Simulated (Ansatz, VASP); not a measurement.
## B4Ru in VASP and in Ansatz

```
B Ru
1.0
     3.53408    0.00000    0.00000
    -1.76704    3.06060    0.00000
     0.00000    0.00000    4.09829
B Ru
4 1
Direct
  0.50000 0.00000 0.00000
  0.00000 0.50000 0.00000
  0.50000 0.50000 0.00000
  0.00000 0.00000 0.00000
  0.00000 0.00000 0.50000
```

Alike in both runs: functional PBE; k mesh 12 × 12 × 10; occupations gaussian, width 0.1 eV; no spin polarisation.

Ansatz relaxed the structure, and its values are those at the end. VASP's run is a single point on that final structure, the one shown.

|  | VASP | Ansatz |
| --- | --- | --- |
| version | VASP 6.6.1 | Ansatz 0.2.0 |
| potentials or method | VASP PAW PBE potentials, release 64 (B, Ru_pv) | scalar-relativistic, plane waves, PAW |
| plane-wave cutoff (eV) | 520 | 420 |
| valence electrons in the cell | 26 | 28 |

```csv
,VASP,Ansatz,Ansatz less VASP
gap on the k mesh at the Fermi level (eV),none,none,-
pressure (GPa),0.0,0.0,+0.01
```

A gap of «none» marks a metal or a gap that the smearing closes. With one functional, cell and mesh, what is left measures potentials, basis and numerics. The two sets of potentials don't hold the same shells in valence.
